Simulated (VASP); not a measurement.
VASP input:

POSCAR:
```
PbO
1
    3.9443926837     0.0000000000     0.0000000000
    0.0000000000     3.9443926837    -0.0000000000
    0.0000000000    -0.0000000000     4.8878271118
Pb O
2 2
Direct
  0.5000000000   1.0000000000   0.7579538409
  0.0000000000   0.5000000000   0.2420461591
  0.5000000000   0.5000000000   0.0000000000
  1.0000000000   0.0000000000   0.0000000000
```

INCAR:
```
ALGO=Normal
EDIFF=1E-7
ENCUT=520
ISIF=2
ISMEAR=-5
LASPH=.True.
LCHARG=.True.
LEFG=.True.
LMAXMIX=4
LORBIT=11
LREAL=.False.
LWAVE=.False.
NEDOS=601
NELM=100
PREC=Accurate
SYSTEM=PbO
```

KPOINTS:
```
Regular mesh
0
G
  6 6 5
0 0 0
```

POTCAR, in this order: Pb_d O (LDA.64 set). Program: vasp_std.

Q: Write an equivalent input for Quantum ESPRESSO's pw.x.

A: One equivalent input (not run):
```
&CONTROL
  calculation = 'scf'
  pseudo_dir = './pseudo'
  outdir = './out'
  tprnfor = .true.
  tstress = .true.
/
&SYSTEM
  ibrav = 0
  nat = 4
  ntyp = 2
  ecutwfc = 84
  occupations = 'tetrahedra'
  input_dft = 'pz'
/
&ELECTRONS
  conv_thr = 7.3e-09
  electron_maxstep = 100
/
ATOMIC_SPECIES
  Pb 207.200 Pb.upf
  O 15.999 O.upf
CELL_PARAMETERS angstrom
     3.9443927    0.0000000    0.0000000
     0.0000000    3.9443927   -0.0000000
     0.0000000   -0.0000000    4.8878271
ATOMIC_POSITIONS crystal
  Pb   0.5000000  1.0000000  0.7579538
  Pb   0.0000000  0.5000000  0.2420462
  O    0.5000000  0.5000000  0.0000000
  O    1.0000000  0.0000000  0.0000000
K_POINTS automatic
  6 6 5 0 0 0
```
What does not carry over: the potentials are each code's own (VASP's PAW set, PseudoDojo norm-conserving files in pw.x), so ENCUT and ecutwfc are chosen apart and not converted; conv_thr bounds pw.x's estimated SCF error, while EDIFF bounds the energy change between steps; the field gradients of LEFG aren't asked of the other code.

The compound is PbO in the litharge structure. It was relaxed first.
